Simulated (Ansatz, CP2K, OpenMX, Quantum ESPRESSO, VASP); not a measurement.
## Rh: 5 runs at one level of theory

```xyz
6
Lattice="2.6892 0.0000 0.0000 -1.3446 2.3289 0.0000 0.0000 0.0000 25.9786" Properties=species:S:1:pos:R:3 pbc="T T T"
Rh    1.3446    0.7763    7.5000
Rh    0.0000    1.5526    9.6957
Rh    0.0000    0.0000   11.8914
Rh    1.3446    0.7763   14.0872
Rh    0.0000    1.5526   16.2829
Rh    0.0000    0.0000   18.4786
```

Alike in all runs: functional PBE; k mesh 11 × 11 × 1; occupations fermi-dirac, width 0.05 eV; no spin polarisation; no spin-orbit coupling.

```tsv
program and potentials	plane-wave cutoff (eV)	notes	largest force (eV/Å)
Ansatz, Ansatz PAW	420	17 valence electrons an atom on average	?
Quantum ESPRESSO, PseudoDojo 0.4.1 SR PBE standard	1197	17 valence electrons an atom on average	0.233
CP2K, POTENTIAL_UZH Rh GTH-PBE-q17; TZVP-MOLOPT-PBE-GTH basis	-	atomic basis; 17 valence electrons an atom on average	0.237
OpenMX, OpenMX 2013 PBE set, Rh7.0-s3p2d2, grid cutoff 400 Ry	-	atomic basis; 15 valence electrons an atom on average	0.248
VASP, PBE PAW files Rh_pv, 520 eV	520	15 valence electrons an atom on average	0.233
```

Question: Estimate from the other rows what the run with Ansatz, Ansatz PAW gave.

Answer: Largest force 0.235 eV/Å. The other rows, which needn't bracket it: largest force 0.233 to 0.248.
